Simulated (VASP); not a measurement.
Given:

```yaml
crystal:
  lattice:
    - [0.00000, 2.26421, 2.26421]
    - [2.26421, 0.00000, 2.26421]
    - [2.26421, 2.26421, 0.00000]
  atoms:
    - { symbol: Zr, position: [0.00000, 0.00000, 0.00000] }
    - { symbol: N, position: [0.50000, 0.50000, 0.50000] }
```

Computed with LDA (Ceperley-Alder, Perdew-Zunger), VASP's LDA PAW potentials (set 64) (plane waves; VASP). Settings: 620 eV cut-off, 14×14×14 Γ-centred mesh, first-order Methfessel-Paxton smearing of 0.10 eV, potentials Zr_sv N.

### Question
What does the run give for the energy per atom (σ→0), band gap (on the k-mesh) with the smallest direct gap where there is one?

### Answer

```yaml
band gap (on the k-mesh): none (metal, semimetal or under 0.01 eV)
energy per atom (σ→0): -11.208 eV/atom
```

Total energies compare only between runs with the same potentials, cut-off and functional.

The compound is ZrN in the rock salt structure. It was relaxed first. The electron count is odd and the run is not spin-polarised, which forces a metal.
